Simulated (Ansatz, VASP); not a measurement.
# HfGaAsO2 (amorphous HfO2 against GaAs(110), 8.9 A): VASP beside Ansatz

Wanted: the spread between two codes on one cell, functional and k mesh. Of the first pair: The structure shown is the start of the Ansatz relaxation below; VASP solves that cell, so the two are compared at the walk's first step.

Main program and level: Ansatz 0.2.0; plane waves, with VASP 6.6.1 beside it; single point at PBE.

### Step 1. Starting point

The cell holds 100 atoms: 20 Ga, 20 As, 20 Hf and 40 O. Cell: a = 11.460 Å, b = 8.103 Å, c = 19.101 Å, α = 90.0°, β = 90.0°, γ = 90.0°. It derives from GaAs (5 planes of zincblende GaAs(110)). A slab of 5 planes of zincblende GaAs(110) (starting lattice constant a = 5.73 A), 11.46 x 8.10 A in plane. 60 atoms (20 Hf, 40 O) packed at random between the slab and its periodic image at 8.5 g/cm^3 (a layer of 8.9 A) and pushed apart as soft spheres. Langevin MD at fixed cell with the MACE-MP-0b2 small potential (Batatia et al., arXiv:2401.00096), steps of 2 fs: 0.84 ps at 3200 K with the crystal held, 3200 to 600 K in 2.4 ps with the crystal held, 600 to 300 K in 1.2 ps with its inner planes held; soft walls kept the melt out of the crystal while it was held. Then all atoms and the cell's height relaxed. The structure's axis is c.

### Step 2. Ansatz: relaxation, PBE

Ansatz runs on its default PAW (the set named soft_2) files.

The two programs are compared at the cell with which this relaxation starts, whose forces are those of its first step.

The input, input.yaml:

```yaml
crystal:
  lattice:
    - [11.46, 0.0, 0.0]
    - [0.0, 8.10344, 0.0]
    - [0.0, 0.0, 19.1011]
  atoms:
    - { symbol: Ga, position: [0.00882, 0.0152, 0.36115] }
    - { symbol: As, position: [0.11725, 0.98089, 0.03522] }
    - { symbol: Ga, position: [0.23295, 0.71391, 0.03751] }
    - { symbol: As, position: [0.37062, 0.73671, 0.14229] }
    - { symbol: Ga, position: [0.23611, 0.23167, 0.04805] }
    - { symbol: As, position: [0.37875, 0.24305, 0.14727] }
    - { symbol: Ga, position: [0.00744, 0.99722, 0.14602] }
    - { symbol: As, position: [0.13076, 0.0049, 0.25323] }
    - { symbol: Ga, position: [0.9953, 0.49161, 0.15262] }
    - { symbol: As, position: [0.12845, 0.50358, 0.2551] }
    - { symbol: Ga, position: [0.256, 0.25476, 0.25414] }
    - { symbol: As, position: [0.38793, 0.2646, 0.35732] }
    - { symbol: Ga, position: [0.25413, 0.75285, 0.25221] }
    - { symbol: As, position: [0.38949, 0.76495, 0.35493] }
    - { symbol: Ga, position: [0.00935, 0.52033, 0.36328] }
    - { symbol: As, position: [0.10165, 0.47261, 0.04433] }
    - { symbol: As, position: [0.128, 0.02876, 0.46622] }
    - { symbol: Ga, position: [0.26427, 0.79111, 0.46018] }
    - { symbol: Ga, position: [0.25468, 0.27733, 0.46022] }
    - { symbol: As, position: [0.13672, 0.54184, 0.46698] }
    - { symbol: Ga, position: [0.51525, 0.01595, 0.3602] }
    - { symbol: As, position: [0.60451, 0.96658, 0.03772] }
    - { symbol: Ga, position: [0.76048, 0.75117, 0.03733] }
    - { symbol: As, position: [0.88012, 0.74902, 0.14641] }
    - { symbol: Ga, position: [0.72629, 0.21852, 0.05089] }
    - { symbol: As, position: [0.87249, 0.23856, 0.14674] }
    - { symbol: Ga, position: [0.49971, 0.98704, 0.1478] }
    - { symbol: As, position: [0.63266, 0.00392, 0.25181] }
    - { symbol: Ga, position: [0.50567, 0.49395, 0.1478] }
    - { symbol: As, position: [0.63468, 0.50529, 0.25367] }
[... 64 atom lines left out ...]
    - { symbol: O, position: [0.01701, 0.04832, 0.96704] }
    - { symbol: O, position: [0.44623, 0.1805, 0.60137] }
    - { symbol: O, position: [0.24927, 0.17748, 0.81884] }
    - { symbol: O, position: [0.52973, 0.82726, 0.60817] }
    - { symbol: O, position: [0.16962, 0.8439, 0.74471] }
    - { symbol: O, position: [0.50274, 0.1551, 0.87083] }
kpoints:
  mp_grid: { grid: [1, 1, 1] }
hamiltonian:
  xc: pbe
scf:
  occupations: { method: fermi_dirac, width: 0.025 }
output:
  forces: true
relax:
  f_tol: 0.08
  max_steps: 90
  cell: { fix: [a, b, alpha, beta, gamma] }
```

Command:

```bash
$ ansatz run input.yaml --threads 8 --pin off --max-ram 15872MiB --backend cpu --events-out ev --progress --plain --runs-dir out
```

Numbers of over 12 decimals in the logs are rounded to 6 here.

What it wrote:

```text
Engine: ansatz 0.2.0, aarch64-unknown-linux-gnu
Pseudopotentials: kind: paw
Pseudopotential: Ga, paw, valence charge 13, recommended cutoff 420 eV (normal), Ga.paw.azcp
Pseudopotential: As, paw, valence charge 15, recommended cutoff 420 eV (normal), As.paw.azcp
Pseudopotential: Hf, paw, valence charge 26, recommended cutoff 420 eV (normal), Hf.paw.azcp
Pseudopotential: O, paw, valence charge 6, recommended cutoff 420 eV (normal), O.paw.azcp
Functional definition: PBE
  parameter kappa = 0.804
  parameter beta = 0.066725
  exchange = pbe_x(kappa = kappa, mu = beta*pi^2/3)
  correlation = pbe_c(beta = beta)
Crystal: 100 atoms, lattice volume = 1773.832 Å³
Basis set: ecut = 420 eV, 34643 PW (Γ), exchange–correlation on 160×120×256 points (8 copies of the dense FFT grid, shifted against one another)
Bands: 792, of which v1, the nominal top of the filled ones, is band 660 counted from 1 (659 counted from 0)
Symmetry: 1 space group operations
Space group: P1 (ITA 1), of the structure as read, at distance tolerance 1.2e-4 Å
k-points: 1
Non-local potential: Ga, projectors of the file, l = 0: 2, l = 1: 2, l = 2: 3, l = 3: 1
Non-local potential: As, projectors of the file, l = 0: 2, l = 1: 2, l = 2: 3, l = 3: 1
Non-local potential: Hf, projectors of the file, l = 0: 3, l = 1: 2, l = 2: 2, l = 3: 3
Non-local potential: O, projectors of the file, l = 0: 2, l = 1: 2, l = 2: 1
PAW form: soft (Blöchl's): semilocal exchange-correlation on the pseudo side does not see the compensation charge
PAW one-centre angular grid: Ga, 590 points (default); XC on 64 Gauss nodes
PAW one-centre angular grid: As, 590 points (default); XC on 64 Gauss nodes
PAW one-centre angular grid: Hf, 590 points (default); XC on 64 Gauss nodes
PAW one-centre angular grid: O, 110 points (default); XC on 64 Gauss nodes
Initial density: superposition of atomic densities (neutral atoms: chi_scale 0, normalization atom), corrected by the library's trained network
Initial wavefunctions: pseudopotential atomic-orbital guess
Functional: x = pbe(κ = 0.804, μ = 0.219515), c = pbe(β = 0.066725)
SCF iter   1: F=—  HF=-509994.306352 eV  |F-HF|=—  |Δ(HF+E_count)|=         —  Δρ=6.04e-3  dr2=1.22e0  ethr=1.77e-3  ⟨swp⟩=6.0  Hψ=2466  notcnv=0  defer=105
preconditioner: auto → LDOS  [insulator: Δε(μ)=0.093 eV  Ē_g=13.975 eV  σ=0.025 eV  W_gap=0.73  n_scr=536 (ndim 8)  ℏωp=27.3 eV  f_vac=0.135  D(μ)=18.70/eV (n_scr^D=78)  ε∞_Penn≈4.8  β→1.0]
SCF iter   2: F=—  HF=-509994.342609 eV  |F-HF|=—  |Δ(HF+E_count)|=   3.63e-2  Δρ=5.81e-3  dr2=8.51e-1  ethr=9.27e-5  ⟨swp⟩=3.0  Hψ=1482  notcnv=0  defer=118
SCF iter   3: F=—  HF=-509994.215594 eV  |F-HF|=—  |Δ(HF+E_count)|=   1.27e-1  Δρ=3.58e-3  dr2=2.86e-1  ethr=6.44e-5  ⟨swp⟩=5.0  Hψ=1248  notcnv=0  defer=118
SCF iter   4: F=—  HF=-509994.164355 eV  |F-HF|=—  |Δ(HF+E_count)|=   5.12e-2  Δρ=1.08e-3  dr2=4.83e-2  ethr=2.16e-5  ⟨swp⟩=2.0  Hψ=1384  notcnv=0  defer=118
SCF iter   5: F=—  HF=-509994.159569 eV  |F-HF|=—  |Δ(HF+E_count)|=   4.79e-3  Δρ=6.22e-4  dr2=1.72e-2  ethr=3.66e-6  ⟨swp⟩=2.0  Hψ=1132  notcnv=0  defer=118
SCF iter   6: F=—  HF=-509994.158488 eV  |F-HF|=—  |Δ(HF+E_count)|=   1.08e-3  Δρ=4.29e-4  dr2=8.38e-3  ethr=1.30e-6  ⟨swp⟩=2.0  Hψ=1122  notcnv=0  defer=118
SCF iter   7: F=—  HF=-509994.157722 eV  |F-HF|=—  |Δ(HF+E_count)|=   7.66e-4  Δρ=2.66e-4  dr2=3.87e-3  ethr=6.35e-7  ⟨swp⟩=2.0  Hψ=1122  notcnv=0  defer=118
SCF iter   8: F=—  HF=-509994.157434 eV  |F-HF|=—  |Δ(HF+E_count)|=   2.88e-4  Δρ=1.85e-4  dr2=1.73e-3  ethr=2.93e-7  ⟨swp⟩=2.0  Hψ=1122  notcnv=0  defer=118
SCF iter   9: F=—  HF=-509994.157265 eV  |F-HF|=—  |Δ(HF+E_count)|=   1.69e-4  Δρ=1.22e-4  dr2=5.60e-4  ethr=1.31e-7  ⟨swp⟩=2.0  Hψ=1123  notcnv=0  defer=118
SCF iter  10: F=—  HF=-509994.157190 eV  |F-HF|=—  |Δ(HF+E_count)|=   7.48e-5  Δρ=8.51e-5  dr2=2.11e-4  ethr=4.24e-8  ⟨swp⟩=2.0  Hψ=1144  notcnv=0  defer=118
SCF iter  11: F=—  HF=-509994.157254 eV  |F-HF|=—  |Δ(HF+E_count)|=   6.43e-5  Δρ=5.28e-5  dr2=7.81e-5  ethr=1.60e-8  ⟨swp⟩=2.0  Hψ=1144  notcnv=0  defer=118
SCF iter  12: F=—  HF=-509994.157314 eV  |F-HF|=—  |Δ(HF+E_count)|=   6.00e-5  Δρ=3.16e-5  dr2=2.83e-5  ethr=5.92e-9  ⟨swp⟩=2.0  Hψ=1330  notcnv=0  defer=118
SCF iter  13: F=—  HF=-509994.157314 eV  |F-HF|=—  |Δ(HF+E_count)|=   4.92e-7  Δρ=1.80e-5  dr2=1.04e-5  ethr=2.14e-9  ⟨swp⟩=2.0  Hψ=1122  notcnv=0  defer=118
SCF iter  14: F=—  HF=-509994.157314 eV  |F-HF|=—  |Δ(HF+E_count)|=   2.70e-7  Δρ=1.22e-5  dr2=5.15e-6  ethr=7.90e-10  ⟨swp⟩=2.0  Hψ=1122  notcnv=0  defer=118
SCF iter  15: F=—  HF=-509994.157314 eV  |F-HF|=—  |Δ(HF+E_count)|=   1.32e-7  Δρ=1.06e-5  dr2=3.14e-6  ethr=3.90e-10  ⟨swp⟩=2.0  Hψ=1175  notcnv=0  defer=118
SCF iter  16: F=—  HF=-509994.157314 eV  |F-HF|=—  |Δ(HF+E_count)|=   3.50e-7  Δρ=5.40e-6  dr2=9.81e-7  ethr=2.38e-10  ⟨swp⟩=2.0  Hψ=1122  notcnv=0  defer=118
[...]
0.948316       1.426070      -0.401899
       -1.161092      -0.401899      -0.028852
  P = ⅓ Tr σ = -0.4948 GPa (-4.948 kbar)
--- Relaxed structure (18 steps of the walk, 16 accepted, 1 SCFs on fresh bases) ---
  F+E_penalty+E_count = -509997.63129495 eV   max|allowed force component| = 6.550e-2 eV/Å   (the final SCF, on the basis selected at the relaxed cell)
  cell:  # Å, volume = 1766.7945 Å³
    - [11.46, 0, 0]
    - [0, 8.10344, 0]
    - [0, 0, 19.025321]
  atoms:
    - { symbol: Ga, position: [0.013492, -0.019970, 0.366386] }
    - { symbol: As, position: [0.152810, 0.975870, 0.045102] }
    - { symbol: Ga, position: [0.232665, 0.689921, 0.040972] }
    - { symbol: As, position: [0.381265, 0.732060, 0.139098] }
    - { symbol: Ga, position: [0.289867, 0.217225, 0.014347] }
    - { symbol: As, position: [0.382126, 0.242475, 0.138053] }
    - { symbol: Ga, position: [0.018621, 0.976758, 0.150824] }
    - { symbol: As, position: [0.141086, -0.016994, 0.258285] }
    - { symbol: Ga, position: [1.006788, 0.480549, 0.152380] }
    - { symbol: As, position: [0.137675, 0.483344, 0.257488] }
    - { symbol: Ga, position: [0.265134, 0.234583, 0.248220] }
    - { symbol: As, position: [0.400421, 0.234383, 0.347907] }
    - { symbol: Ga, position: [0.265499, 0.731841, 0.250798] }
    - { symbol: As, position: [0.407263, 0.741688, 0.350101] }
    - { symbol: Ga, position: [-0.000190442, 0.487887, 0.364313] }
    - { symbol: As, position: [0.114307, 0.439482, 0.042507] }
    - { symbol: As, position: [0.122448, 0.00658095, 0.479444] }
    - { symbol: Ga, position: [0.300845, 0.733963, 0.461558] }
    - { symbol: Ga, position: [0.280031, 0.227748, 0.456379] }
    - { symbol: As, position: [0.187799, 0.489472, 0.426128] }
    - { symbol: Ga, position: [0.529098, -0.00634726, 0.353490] }
    - { symbol: As, position: [0.594531, 0.974863, 0.024118] }
    - { symbol: Ga, position: [0.754195, 0.748725, 0.040181] }
    - { symbol: As, position: [0.887249, 0.734760, 0.143618] }
    - { symbol: Ga, position: [0.750121, 0.213945, 0.051737] }
    - { symbol: As, position: [0.886893, 0.222571, 0.150293] }
    - { symbol: Ga, position: [0.503071, 0.989016, 0.140349] }
    - { symbol: As, position: [0.639397, -0.019147, 0.242972] }
    - { symbol: Ga, position: [0.513130, 0.483723, 0.146207] }
    - { symbol: As, position: [0.640247, 0.484738, 0.251004] }
    - { symbol: Ga, position: [0.759291, 0.229978, 0.256162] }
    - { symbol: As, position: [0.883642, 0.231473, 0.365478] }
    - { symbol: Ga, position: [0.765098, 0.734668, 0.252360] }
    - { symbol: As, position: [0.877382, 0.739959, 0.366618] }
    - { symbol: Ga, position: [0.524577, 0.483140, 0.359467] }
    - { symbol: As, position: [0.641568, 0.484986, 0.039650] }
    - { symbol: As, position: [0.629580, 0.013633, 0.470939] }
    - { symbol: Ga, position: [0.731142, 0.743396, 0.465782] }
    - { symbol: Ga, position: [0.762071, 0.275519, 0.473271] }
    - { symbol: As, position: [0.610918, 0.494952, 0.476238] }
    - { symbol: Hf, position: [0.692393, 0.607772, 0.786963] }
    - { symbol: Hf, position: [0.015746, 0.172957, 0.612739] }
    - { symbol: Hf, position: [0.983805, 0.835536, 0.751882] }
    - { symbol: Hf, position: [0.914477, -0.00729459, 0.917823] }
    - { symbol: Hf, position: [0.484240, 0.683898, 0.942796] }
    - { symbol: Hf, position: [0.924554, 0.570858, 0.895554] }
    - { symbol: Hf, position: [0.262759, 0.072341, 0.728309] }
    - { symbol: Hf, position: [0.519387, 0.957061, 0.819879] }
    - { symbol: Hf, position: [0.310491, 0.394748, 0.596903] }
    - { symbol: Hf, position: [0.798498, 0.162550, 0.744937] }
    - { symbol: Hf, position: [0.646082, 0.269987, 0.907087] }
    - { symbol: Hf, position: [0.433411, 0.693508, 0.684652] }
    - { symbol: Hf, position: [0.700130, 0.853185, 0.641164] }
    - { symbol: Hf, position: [0.146758, 0.779917, 0.586554] }
    - { symbol: Hf, position: [0.236686, 0.761489, 0.852414] }
    - { symbol: Hf, position: [0.547588, 0.303215, 0.681595] }
    - { symbol: Hf, position: [0.111529, 0.408185, 0.757271] }
    - { symbol: Hf, position: [0.415877, 0.991779, 0.553920] }
    - { symbol: Hf, position: [0.390410, 0.349433, 0.820901] }
    - { symbol: Hf, position: [0.888798, 0.533177, 0.614211] }
    - { symbol: O, position: [0.850648, 0.706857, 0.807328] }
    - { symbol: O, position: [0.750607, 0.460702, 0.876294] }
    - { symbol: O, position: [0.395952, 0.869924, 0.889684] }
    - { symbol: O, position: [0.00323007, 0.402844, 0.834291] }
    - { symbol: O, position: [0.251008, 0.542261, 0.809058] }
    - { symbol: O, position: [0.601435, 0.755060, 0.866824] }
    - { symbol: O, position: [0.025542, 0.603629, 0.707225] }
    - { symbol: O, position: [0.303649, 0.644411, 0.951008] }
    - { symbol: O, position: [0.053204, 0.752437, 0.871347] }
    - { symbol: O, position: [0.876667, 0.318404, 0.552550] }
    - { symbol: O, position: [0.997543, 0.495986, 0.983535] }
    - { symbol: O, position: [0.497137, 0.465854, 0.896867] }
    - { symbol: O, position: [0.597218, 0.806533, 0.733171] }
    - { symbol: O, position: [0.924160, 0.043716, 0.813378] }
    - { symbol: O, position: [0.803867, 0.168495, 0.955271] }
    - { symbol: O, position: [0.482544, 0.498529, 0.623034] }
    - { symbol: O, position: [0.686488, 0.095520, 0.829882] }
    - { symbol: O, position: [0.906840, 0.311745, 0.683402] }
    - { symbol: O, position: [0.684792, 0.366393, 0.747854] }
    - { symbol: O, position: [0.842856, 0.945748, 0.694288] }
    - { symbol: O, position: [0.487978, 0.508840, 0.755388] }
    - { symbol: O, position: [0.043556, 0.924637, 0.643056] }
    - { symbol: O, position: [0.368399, 0.854912, 0.761750] }
    - { symbol: O, position: [0.294973, 0.332001, 0.697422] }
[...]
- { symbol: O, position: [0.790932, 0.730383, 0.562411] }
    - { symbol: O, position: [0.454392, 0.155359, 0.747550] }
    - { symbol: O, position: [0.050566, 0.033535, 0.974994] }
    - { symbol: O, position: [0.442879, 0.205024, 0.597712] }
    - { symbol: O, position: [0.246826, 0.209381, 0.818969] }
    - { symbol: O, position: [0.516853, 0.837280, 0.608713] }
    - { symbol: O, position: [0.155076, 0.895443, 0.772603] }
    - { symbol: O, position: [0.487681, 0.171904, 0.877828] }
```

Reading the cycles: dr2 is the Hartree energy of the density residual (eV), the measure of convergence; HF is the Harris–Foulkes estimate of the energy, which meets the free energy F at convergence.

### Step 3. VASP: single point, PBE, start cell, pair 1

The same cell, functional, mesh and smearing now go to VASP, with its own data sets.

Lines of VASP's logs that name or quote its potential files are left out, and so is its time.

The input, INCAR:

```
SYSTEM = HfGaAsO2
PREC = Accurate
ENCUT = 520
EDIFF = 1E-06
NELM = 120
ISMEAR = -1
SIGMA = 0.025
LREAL = Auto
ALGO = Normal
GGA = PE
NBANDS = 472
LASPH = .TRUE.
LORBIT = 11
LWAVE = .FALSE.
LCHARG = .FALSE.
ISIF = 2
GGA_COMPAT = .FALSE.
EFERMI = MIDGAP
NCORE = 2
```

The input, POSCAR:

```
HfGaAsO2
1.0
   11.4600000000      0.0000000000      0.0000000000
    0.0000000000      8.1034400000      0.0000000000
    0.0000000000      0.0000000000     19.1011000000
Ga As Hf O
20 20 20 40
Direct
    0.0088219895      0.0152034198      0.3611519755
    0.2329493892      0.7139066865      0.0375109287
    0.2361082024      0.2316670451      0.0480495888
    0.0074432810      0.9972184652      0.1460177686
    0.9952966841      0.4916060340      0.1526194826
    0.2560034904      0.2547560049      0.2541424316
    0.2541273997      0.7528531093      0.2522106057
    0.0093542757      0.5203345740      0.3632775076
    0.2642670157      0.7911084675      0.4601776861
    0.2546771379      0.2773266662      0.4602195685
    0.5152530541      0.0159438461      0.3601991508
    0.7604799302      0.7511748097      0.0373276932
    0.7262914485      0.2185244785      0.0508923570
    0.4997120419      0.9870376038      0.1477977708
    0.5056719023      0.4939507172      0.1477977708
    0.7573211169      0.2536453654      0.2562993754
    0.7584816754      0.7562837511      0.2537707252
    0.5140837696      0.5123379700      0.3609792106
    0.7435602094      0.7543586427      0.4674390480
    0.7741012216      0.2856564619      0.4741978211
    0.1172513089      0.9808920656      0.0352178670
    0.3706195462      0.7367118162      0.1422902346
    0.3787521815      0.2430449291      0.1472690054
    0.1307591623      0.0048991539      0.2532314893
    0.1284467714      0.5035762590      0.2551004916
    0.3879319372      0.2646036745      0.3573197355
    0.3894938918      0.7649467387      0.3549324384
    0.1016492147      0.4726140997      0.0443325254
    0.1280017452      0.0287655613      0.4662192230
    0.1367190227      0.5418439576      0.4669783416
[... 64 atom lines left out ...]
    0.0170069808      0.0483251557      0.9670385475
    0.4462303665      0.1805035886      0.6013685076
    0.2492670157      0.1774801813      0.8188376586
    0.5297294939      0.8272659513      0.6081691630
    0.1696160558      0.8439008619      0.7447110376
    0.5027399651      0.1550946265      0.8708294287
```

The input, KPOINTS:

```
Automatic mesh
0
Gamma
1 1 1
0 0 0
```

Potentials, in the order of the species: Ga_d, As, Hf_pv and O (PBE family, release 64).

Command:

```bash
$ mpirun -np 8 vasp_gam
```

What it wrote:

```text
[banner, memory and clock lines left out]
running    8 mpi-ranks, on    1 nodes
[...]
LDA part: xc-table for (Slater+PW92), standard interpolation
 POSCAR, INCAR and KPOINTS ok, starting setup
[...]
entering main loop
       N       E                     dE             d eps       ncg     rms          rms(c)
DAV:   1     0.172461997216E+05    0.17246E+05   -0.33710E+05   968   0.245E+03
DAV:   2     0.411618815996E+04   -0.13130E+05   -0.12506E+05   944   0.767E+02
DAV:   3    -0.199026986051E+03   -0.43152E+04   -0.40617E+04  1304   0.321E+02
DAV:   4    -0.823760015843E+03   -0.62473E+03   -0.61380E+03  1352   0.122E+02
[...]
DAV:  21    -0.738651583928E+03    0.68198E-06   -0.26083E-05  1200   0.208E-02    0.843E-03
DAV:  22    -0.738651585163E+03   -0.12346E-05   -0.13417E-05  1120   0.749E-03    0.530E-03
DAV:  23    -0.738651585173E+03   -0.98225E-08   -0.75439E-07   624   0.377E-03
   1 F= -.73865159E+03 E0= -.73862371E+03  d E =-.557444E-01
```

From OUTCAR (step 3):

```text
  FREE ENERGIE OF THE ION-ELECTRON SYSTEM (eV)
  ---------------------------------------------------
  free  energy   TOTEN  =      -738.6515851725 eV

  energy  without entropy=     -738.5958407842  energy(sigma->0) =     -738.62371298
```

The run ends at a pressure of 0.39 GPa, with forces up to 1.7 eV/Å.

### Step 4. Differences

Known differences besides the potentials themselves: the data sets hold 1320 valence electrons in Ansatz (on its default PAW (the set named soft_2) files) and 800 in VASP; the cutoff is 420 eV in Ansatz and 520 eV in VASP (PREC = Accurate, projectors in real space). Total energies have different zeros and are not compared.

Forces on 9 of the 100 atoms, those with the largest forces and the largest differences (eV/Å; atoms numbered as in POSCAR):

```
atom          Ansatz x, y, z            VASP x, y, z
Ga20   -0.689, 0.003, -0.875  -0.709, -0.007, -0.892
Hf42   0.553, -0.171, -1.195   0.620, -0.157, -1.053
Hf44    0.371, -0.269, 1.008    0.387, -0.223, 0.996
Hf45    0.318, -0.577, 0.941    0.240, -0.572, 0.700
Hf49  -0.207, -0.341, -1.815  -0.161, -0.352, -1.618
Hf51     0.674, 0.091, 1.198     0.693, 0.065, 1.114
 O68   0.429, -0.072, -1.004   0.541, -0.045, -1.118
 O71    0.013, 0.117, -0.637   -0.157, 0.185, -0.890
 O95  -0.380, -0.101, -0.477  -0.582, -0.096, -0.643
```

The forces differ by 55 meV/Å r.m.s., which is 15.3 % of the r.m.s. force of 0.361 eV/Å (both taken over all components).

[end of part 1 of 2]

[Lines on the potential files, build, host, timing and source positions are cut from VASP's logs without a mark.]

[Logs are printed without paths, hosts, clocks, repeated set-up lines and the standing remarks that a program may print on its own settings, such as how far it seeks lower states.]

[Hosts, paths, dates, database ids (printed as entryN), source tags and the programs' standing remarks are cut or masked in the printed files.]
